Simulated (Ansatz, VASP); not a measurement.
# MgTiTe3: VASP beside Ansatz

One calculation is typed for both programs; each brings its own data sets. How far apart do they land? The cell is generated by rule, not measured, and may not be a known phase. The cell is taken from a series of runs on this material, whose earlier steps may have relaxed, scaled, displaced or heated it; both programs get it as it stands.

Method: plane waves, with VASP 6.6.1 beside it; zone-centre phonons at PBE with D3(BJ), in Ansatz 0.2.0.

The structure was built from a prototype and need not be the compound's stable phase.

## Step 1: Starting point

It takes space group Amm2 (No. 38, orthorhombic). Conventional cell: a = 4.611 Å, b = 8.846 Å, c = 6.777 Å, α = 90.00°, β = 90.00°, γ = 90.00°. Nearest to Mg lie 5 Te at 2.86 to 2.90 Å. Nearest to Ti lie 6 Te at 2.64 to 2.94 Å. Nearest to Te lie 2 Ti at 2.81 to 2.94 Å and 2 Mg at 2.90 Å. Te has 2 Ti at 2.64 Å and 1 Mg at 2.86 Å nearest. Farther neighbours and most contacts between anions are not listed.

Coordinates:

```xyz
5
Lattice="4.6114 0.0000 0.0000 0.0000 4.4230 3.3885 0.0000 -4.4230 3.3885" Properties=species:S:1:pos:R:3 pbc="T T T"
Mg    0.0000    0.0000    0.5777
Ti    2.3057    0.0000    3.2201
Te    2.3057    2.7065    4.3810
Te    2.3057   -2.7065    4.3810
Te    0.0000    0.0000    4.4959
```

## Step 2: VASP: zone-centre phonons, PBE with D3(BJ)

Second derivatives magnify differences that forces hide, and they need a tight electronic threshold.

Lines of VASP's logs that name or quote its potential files are left out, and so is its time.

The input, INCAR:

```
SYSTEM = MgTiTe3
PREC = Accurate
ENCUT = 600
EDIFF = 1E-08
NELM = 120
ISMEAR = 1
SIGMA = 0.2
LREAL = .FALSE.
ALGO = Normal
GGA = PE
IVDW = 12
NBANDS = 22
LASPH = .TRUE.
LORBIT = 11
LWAVE = .FALSE.
LCHARG = .FALSE.
ISIF = 2
IBRION = 6
NFREE = 2
POTIM = 0.015
NSW = 1
GGA_COMPAT = .FALSE.
KPAR = 2
```

The input, POSCAR:

```
MgTiTe3
1.0
    4.6113588427      0.0000000000      0.0000000000
    0.0000000000      4.4230217355      3.3885342099
    0.0000000000     -4.4230217355      3.3885342099
Mg Ti Te
1 1 3
Direct
    0.0000000000      0.0852390184      0.0852390184
    0.5000000000      0.4751522155      0.4751522155
    0.5000000000      0.9523936140      0.3404891991
    0.5000000000      0.3404891991      0.9523936140
    0.0000000000      0.6633956163      0.6633956163
```

The input, KPOINTS:

```
Automatic mesh
0
Gamma
8 8 8
0 0 0
```

The projector-augmented-wave data sets are Mg, Ti_sv and Te (PBE family, release 64).

The run is started by

```sh
$ mpirun -np 2 vasp_std
```

Numbers of over 12 decimals in the logs are rounded to 6 here.

What it wrote:

```text
[banner, memory and clock lines left out]
running    2 mpi-ranks, on    1 nodes
 distrk:  each k-point on    1 cores,    2 groups
 distr:  one band on    1 cores,    1 groups

 POSCAR found type information on POSCAR MgTiTe
 POSCAR found :  3 types and       5 ions
 LDA part: xc-table for (Slater+PW92), standard interpolation
 POSCAR, INCAR and KPOINTS ok, starting setup
 FFT: planning ... GRIDC
 FFT: planning ... GRID_SOFT
 FFT: planning ... GRID
 WAVECAR not read
 entering main loop
       N       E                     dE             d eps       ncg     rms          rms(c)
DAV:   1     0.250063941143E+03    0.25006E+03   -0.14626E+04  4620   0.143E+03
DAV:   2     0.728302810608E+01   -0.24278E+03   -0.23308E+03  5026   0.326E+02
DAV:   3    -0.215144706345E+02   -0.28797E+02   -0.27226E+02  8238   0.946E+01
DAV:   4    -0.234680302702E+02   -0.19536E+01   -0.19442E+01  6744   0.221E+01
DAV:   5    -0.235740041470E+02   -0.10597E+00   -0.10596E+00  6612   0.486E+00    0.126E+01
DAV:   6    -0.261145993065E+02   -0.25406E+01   -0.16732E+01  6346   0.392E+01    0.248E+01
DAV:   7    -0.214939030126E+02    0.46207E+01   -0.30940E+01  6566   0.481E+01    0.809E+00
DAV:   8    -0.211002334079E+02    0.39367E+00   -0.14070E+00  5106   0.802E+00    0.381E+00
DAV:   9    -0.210270683213E+02    0.73165E-01   -0.60642E-01  6588   0.718E+00    0.262E+00
DAV:  10    -0.209753222765E+02    0.51746E-01   -0.13421E-01  6072   0.399E+00    0.743E-01
DAV:  11    -0.209744387060E+02    0.88357E-03   -0.87861E-03  5310   0.668E-01    0.599E-01
DAV:  12    -0.209739885423E+02    0.45016E-03   -0.11027E-03  6406   0.246E-01    0.333E-01
DAV:  13    -0.209738999426E+02    0.88600E-04   -0.19724E-04  6096   0.671E-02    0.172E-01
DAV:  14    -0.209737785172E+02    0.12143E-03   -0.68659E-05  6836   0.756E-02    0.999E-02
DAV:  15    -0.209737170015E+02    0.61516E-04   -0.46694E-05  6852   0.611E-02    0.450E-02
DAV:  16    -0.209737045403E+02    0.12461E-04   -0.17695E-05  6850   0.370E-02    0.855E-03
DAV:  17    -0.209737046406E+02   -0.10035E-06   -0.31893E-06  6976   0.143E-02    0.633E-03
DAV:  18    -0.209737047512E+02   -0.11059E-06   -0.18655E-07  5082   0.339E-03    0.538E-03
DAV:  19    -0.209737049038E+02   -0.15257E-06   -0.14600E-08  3800   0.102E-03    0.376E-03
DAV:  20    -0.209737048737E+02    0.30095E-07   -0.92988E-08  6096   0.283E-03    0.104E-03
DAV:  21    -0.209737048809E+02   -0.72182E-08   -0.56152E-09  2508   0.537E-04
   1 F= -.23100282E+02 E0= -.23102004E+02  d E =0.516772E-02
[... from here on, the cycles between the ionic steps are left out ...]
   2 F= -.23099760E+02 E0= -.23101483E+02  d E =0.516769E-02
   3 F= -.23099760E+02 E0= -.23101483E+02  d E =0.516772E-02
  18 F= -.23099779E+02 E0= -.23101509E+02  d E =0.518973E-02
  19 F= -.23099900E+02 E0= -.23101623E+02  d E =0.516761E-02
  20 F= -.23099118E+02 E0= -.23100843E+02  d E =0.517461E-02
  21 F= -.23099118E+02 E0= -.23100843E+02  d E =0.517454E-02
  22 F= -.23100034E+02 E0= -.23101759E+02  d E =0.517433E-02
  23 F= -.23100034E+02 E0= -.23101759E+02  d E =0.517438E-02
  24 F= -.23099703E+02 E0= -.23101356E+02  d E =0.495681E-02
 Finite differences progress:
  Degree of freedom:  12/ 12
  Displacement:        1/  2
  Total:              23/ 24
 bond charge predicted
       N       E                     dE             d eps       ncg     rms          rms(c)
DAV:   1    -0.209720067150E+02    0.10265E-02   -0.43513E-01  4698   0.257E+00    0.293E-01
DAV:   2    -0.209751114396E+02   -0.31047E-02   -0.21003E-02  5780   0.103E+00    0.392E-01
DAV:   3    -0.209731478539E+02    0.19636E-02   -0.30515E-03  5994   0.682E-01    0.897E-02
DAV:   4    -0.209730642421E+02    0.83612E-04   -0.30777E-04  5124   0.117E-01    0.582E-02
DAV:   5    -0.209730547817E+02    0.94603E-05   -0.58942E-05  5744   0.408E-02    0.234E-02
DAV:   6    -0.209730567788E+02   -0.19971E-05   -0.79858E-06  5316   0.173E-02    0.595E-03
DAV:   7    -0.209730571685E+02   -0.38963E-06   -0.41971E-07  5916   0.432E-03    0.415E-03
DAV:   8    -0.209730572646E+02   -0.96151E-07   -0.10688E-07  5148   0.194E-03    0.980E-04
DAV:   9    -0.209730572854E+02   -0.20791E-07   -0.26369E-08  4930   0.104E-03    0.537E-04
DAV:  10    -0.209730572979E+02   -0.12459E-07   -0.20090E-09  2412   0.315E-04    0.153E-04
DAV:  11    -0.209730572964E+02    0.15020E-08   -0.68527E-10  2382   0.173E-04
  25 F= -.23099535E+02 E0= -.23101336E+02  d E =0.540234E-02
 Finite differences progress:
  Degree of freedom:  12/ 12
  Displacement:        2/  2
  Total:              24/ 24
```

OUTCAR, selected parts (step 2):

```text
ion  position               nearest neighbor table
   1  0.000  0.085  0.085-   5 2.86   4 2.90   3 2.90   3 2.90   4 2.90
   2  0.500  0.475  0.475-   5 2.64   5 2.64   3 2.81   4 2.81   3 2.94   4 2.94
   3  0.500  0.952  0.340-   2 2.81   1 2.90   1 2.90   2 2.94   4 3.43   4 3.53   4 3.53   5 3.56
                             5 3.56
   4  0.500  0.340  0.952-   2 2.81   1 2.90   1 2.90   2 2.94   3 3.43   3 3.53   3 3.53   5 3.56
                             5 3.56
   5  0.000  0.663  0.663-   2 2.64   2 2.64   1 2.86   4 3.56   3 3.56   3 3.56   4 3.56

  LATTYP: Found a base centered orthorhombic cell.
 ALAT       =     6.7770684198
 B/A-ratio  =     1.3052905656
 C/A-ratio  =     0.6804356334

 Subroutine GETGRP returns: Found  4 space group operations
 (whereof  4 operations were pure point group operations)

The static configuration has the point symmetry C_2v.

 Found    105 irreducible k-points:

   k-points           NKPTS =    105   k-points in BZ     NKDIM =    105   number of bands    NBANDS=     22

   dimension x,y,z NGX =    40 NGY =   48 NGZ =   48
   dimension x,y,z NGXF=    80 NGYF=   96 NGZF=   96

   ENCUT  =  600.0 eV  44.10 Ry    6.64 a.u.   9.21 11.13 11.13*2*pi/ulx,y,z

   NELECT =      32.0000    total number of electrons

 k-points in reciprocal lattice and weights: Automatic mesh
   0.00000000  0.00000000  0.00000000       0.002
   0.12500000  0.00000000  0.00000000       0.004
   0.25000000  0.00000000  0.00000000       0.004
   0.37500000  0.00000000  0.00000000       0.004
   0.50000000  0.00000000  0.00000000       0.002
   0.00000000  0.12500000  0.00000000       0.008
   0.12500000  0.12500000  0.00000000       0.016
   0.25000000  0.12500000  0.00000000       0.016
   0.37500000  0.12500000  0.00000000       0.016
[...]
0.25000000  0.50000000  0.25000000       0.016
[...]
POSITION                                       TOTAL-FORCE (eV/Angst)
 -----------------------------------------------------------------------------------
      0.00000      0.00000      0.57767         0.000000     -0.000000     -0.026520
      2.30568      0.00000      3.22014         0.000000     -0.000000     -0.042831
      2.30568      2.70647      4.38098         0.000000     -0.000657     -0.011967
      2.30568     -2.70647      4.38098         0.000000      0.000657     -0.011967
      0.00000      0.00000      4.48088         0.000000     -0.000000      0.093285
 -----------------------------------------------------------------------------------
    total drift:                                0.000000      0.000000     -0.001607

  FREE ENERGIE OF THE ION-ELECTRON SYSTEM (eV)
  ---------------------------------------------------
  free  energy   TOTEN  =       -23.0995347958 eV

  energy  without entropy=      -23.1049371381  energy(sigma->0) =      -23.10133558

 Eigenvectors and eigenvalues of the dynamical matrix
 ----------------------------------------------------

   1 f  =    7.603980 THz    47.777218 2PiTHz  253.641484 cm-1    31.447522 meV
             X         Y         Z           dx          dy          dz
      0.000000  0.000000  0.577671    -0.490217   -0.000000    0.000000
      2.305679  0.000000  3.220139     0.708845   -0.000000   -0.000000
      2.305679  2.706467  4.380978     0.127045    0.000000   -0.000000
      2.305679 -2.706467  4.380978     0.127045    0.000000    0.000000
      0.000000  0.000000  4.495877    -0.474284    0.000000    0.000000

   2 f  =    6.912503 THz    43.432538 2PiTHz  230.576282 cm-1    28.587803 meV
             X         Y         Z           dx          dy          dz
      0.000000  0.000000  0.577671     0.826599    0.000000    0.000000
      2.305679  0.000000  3.220139     0.415689   -0.000000    0.000000
      2.305679  2.706467  4.380978    -0.150727   -0.000000   -0.000000
      2.305679 -2.706467  4.380978    -0.150727   -0.000000    0.000000
      0.000000  0.000000  4.495877    -0.313845    0.000000   -0.000000

   3 f  =    6.617797 THz    41.580847 2PiTHz  220.745958 cm-1    27.368998 meV
             X         Y         Z           dx          dy          dz
      0.000000  0.000000  0.577671    -0.000000    0.000000   -0.155238
      2.305679  0.000000  3.220139    -0.000000    0.000000    0.874722
      2.305679  2.706467  4.380978     0.000000   -0.259680   -0.134007
      2.305679 -2.706467  4.380978     0.000000    0.259680   -0.134007
      0.000000  0.000000  4.495877    -0.000000    0.000000   -0.199945

   4 f  =    5.831122 THz    36.638019 2PiTHz  194.505287 cm-1    24.115571 meV
             X         Y         Z           dx          dy          dz
      0.000000  0.000000  0.577671     0.000000    0.861047   -0.000000
      2.305679  0.000000  3.220139    -0.000000    0.266270   -0.000000
      2.305679  2.706467  4.380978     0.000000   -0.284926   -0.110395
      2.305679 -2.706467  4.380978     0.000000   -0.284926    0.110395
      0.000000  0.000000  4.495877    -0.000000    0.030964    0.000000

   5 f  =    5.463559 THz    34.328552 2PiTHz  182.244703 cm-1    22.595453 meV
             X         Y         Z           dx          dy          dz
      0.000000  0.000000  0.577671     0.000000   -0.000000   -0.884064
      2.305679  0.000000  3.220139    -0.000000    0.000000   -0.099045
      2.305679  2.706467  4.380978     0.000000   -0.074236    0.001044
      2.305679 -2.706467  4.380978     0.000000    0.074236    0.001044
      0.000000  0.000000  4.495877    -0.000000    0.000000    0.444519

   6 f  =    4.265271 THz    26.799485 2PiTHz  142.274112 cm-1    17.639734 meV
             X         Y         Z           dx          dy          dz
      0.000000  0.000000  0.577671     0.000000   -0.424145    0.000000
      2.305679  0.000000  3.220139     0.000000    0.600254   -0.000000
      2.305679  2.706467  4.380978     0.000000   -0.187250   -0.419971
      2.305679 -2.706467  4.380978    -0.000000   -0.187250    0.419971
      0.000000  0.000000  4.495877     0.000000    0.192142   -0.000000

   7 f  =    3.647382 THz    22.917177 2PiTHz  121.663569 cm-1    15.084353 meV
             X         Y         Z           dx          dy          dz
      0.000000  0.000000  0.577671     0.000000    0.000000   -0.246469
      2.305679  0.000000  3.220139     0.000000   -0.000000    0.302334
      2.305679  2.706467  4.380978     0.000000    0.629847    0.067692
      2.305679 -2.706467  4.380978     0.000000   -0.629847    0.067692
      0.000000  0.000000  4.495877     0.000000    0.000000   -0.212760

   8 f  =    2.670884 THz    16.781662 2PiTHz   89.091115 cm-1    11.045885 meV
             X         Y         Z           dx          dy          dz
      0.000000  0.000000  0.577671     0.000000   -0.151633    0.000000
      2.305679  0.000000  3.220139    -0.000000    0.116968    0.000000
      2.305679  2.706467  4.380978     0.000000   -0.311511    0.440336
      2.305679 -2.706467  4.380978     0.000000   -0.311511   -0.440336
      0.000000  0.000000  4.495877    -0.000000    0.617622    0.000000

   9 f  =    2.632976 THz    16.543476 2PiTHz   87.826625 cm-1    10.889109 meV
             X         Y         Z           dx          dy          dz
      0.000000  0.000000  0.577671    -0.000000   -0.000000   -0.283056
      2.305679  0.000000  3.220139     0.000000    0.000000   -0.168711
      2.305679  2.706467  4.380978    -0.000000   -0.174205    0.443878
      2.305679 -2.706467  4.380978    -0.000000    0.174205    0.443878
      0.000000  0.000000  4.495877     0.000000    0.000000   -0.660807

  10 f  =    2.303276 THz    14.471909 2PiTHz   76.829011 cm-1     9.525579 meV
             X         Y         Z           dx          dy          dz
      0.000000  0.000000  0.577671     0.151580    0.000000   -0.000000
      2.305679  0.000000  3.220139    -0.468717   -0.000000   -0.000000
      2.305679  2.706467  4.380978     0.424800    0.000000   -0.000000
      2.305679 -2.706467  4.380978     0.424800    0.000000    0.000000
      0.000000  0.000000  4.495877    -0.629617   -0.000000   -0.000000

  11 f  =    1.884932 THz    11.843375 2PiTHz   62.874552 cm-1     7.795447 meV
             X         Y         Z           dx          dy          dz
      0.000000  0.000000  0.577671    -0.000000    0.000000    0.000000
      2.305679  0.000000  3.220139    -0.000000   -0.000000   -0.000000
      2.305679  2.706467  4.380978     0.707107    0.000000   -0.000000
      2.305679 -2.706467  4.380978    -0.707107    0.000000    0.000000
      0.000000  0.000000  4.495877    -0.000000    0.000000   -0.000000

  12 f  =    1.618749 THz    10.170898 2PiTHz   53.995642 cm-1     6.694603 meV
             X         Y         Z           dx          dy          dz
      0.000000  0.000000  0.577671     0.000000   -0.047343   -0.000000
      2.305679  0.000000  3.220139    -0.000000    0.671100    0.000000
      2.305679  2.706467  4.380978     0.000000    0.079463    0.342843
      2.305679 -2.706467  4.380978    -0.000000    0.079463   -0.342843
      0.000000  0.000000  4.495877    -0.000000   -0.547423    0.000000

  13 f/i=    0.000697 THz     0.004380 2PiTHz    0.023253 cm-1     0.002883 meV
             X         Y         Z           dx          dy          dz
      0.000000  0.000000  0.577671     0.000000   -0.000000    0.231224
      2.305679  0.000000  3.220139     0.000000   -0.000000    0.324316
      2.305679  2.706467  4.380978     0.000000   -0.000059    0.529557
      2.305679 -2.706467  4.380978     0.000000    0.000059    0.529557
      0.000000  0.000000  4.495877     0.000000   -0.000000    0.529615

  14 f/i=    0.001280 THz     0.008040 2PiTHz    0.042684 cm-1     0.005292 meV
             X         Y         Z           dx          dy          dz
      0.000000  0.000000  0.577671    -0.231181    0.000000    0.000000
      2.305679  0.000000  3.220139    -0.324107    0.000000    0.000000
      2.305679  2.706467  4.380978    -0.529798    0.000000    0.000000
      2.305679 -2.706467  4.380978    -0.529798    0.000000    0.000000
      0.000000  0.000000  4.495877    -0.529281    0.000000    0.000000

  15 f/i=    0.001736 THz     0.010908 2PiTHz    0.057910 cm-1     0.007180 meV
             X         Y         Z           dx          dy          dz
      0.000000  0.000000  0.577671    -0.000000   -0.231225   -0.000000
      2.305679  0.000000  3.220139    -0.000000   -0.323634   -0.000000
      2.305679  2.706467  4.380978    -0.000000   -0.529529    0.000317
      2.305679 -2.706467  4.380978    -0.000000   -0.529529   -0.000317
      0.000000  0.000000  4.495877    -0.000000   -0.530089   -0.000000

 ELASTIC MODULI CONTR FROM IONIC RELAXATION (kBar)
 Direction    XX          YY          ZZ          XY          YZ          ZX
 --------------------------------------------------------------------------------
 XX        -369.7884    -12.1065    -21.2921      0.0000     -0.0000     -0.0000
 YY         -12.1065   -168.6303    -35.7423      0.0000      0.0000      0.0000
 ZZ         -21.2921    -35.7423   -291.7295     -0.0000     -0.0000     -0.0000
 XY           0.0000      0.0000     -0.0000    -12.2822      0.0000      0.0000
 YZ          -0.0000      0.0000     -0.0000      0.0000    -31.6943      0.0000
 ZX          -0.0000      0.0000     -0.0000      0.0000      0.0000   -127.4959
 --------------------------------------------------------------------------------

 total charge
# of ion       s       p       d       tot
------------------------------------------
    1        0.166   0.125   0.024   0.316
    2        2.171   6.097   1.923  10.191
    3        1.375   2.014   0.036   3.425
    4        1.375   2.014   0.036   3.425
    5        1.366   2.072   0.035   3.473
--------------------------------------------------
tot          6.453  12.324   2.053  20.830
```

CONTCAR:

```
MgTiTe3
   1.00000000000000
     4.6113588426999996    0.0000000000000000    0.0000000000000000
     0.0000000000000000    4.4230217354999999    3.3885342099000000
     0.0000000000000000   -4.4230217354999999    3.3885342099000000
  Mg              Ti              Te
     1     1     3
Direct
     0.0000000000000000    0.0852390184000029    0.0852390184000029
     0.5000000000000000    0.4751522155000032    0.4751522155000032
     0.5000000000000000    0.9523936140000018    0.3404891990999985
     0.5000000000000000    0.3404891990999985    0.9523936140000018
     0.0000000000000000    0.6611822698984541    0.6611822698984541
```

This run has no spin polarisation, so a moment on Ti, if there is one, isn't seen.

Levels, forces or a CONTCAR printed for this step are those of its last displaced cell, not of the structure at rest.

[end of part 1 of 2]

[Lines on the potential files, build, host, timing and source positions are cut from VASP's logs without a mark.]

[Logs are printed without paths, hosts, clocks, repeated set-up lines and the standing remarks that a program may print on its own settings, such as how far it seeks lower states.]

[Hosts, paths, dates, database ids (printed as entryN), source tags and the programs' standing remarks are cut or masked in the printed files.]
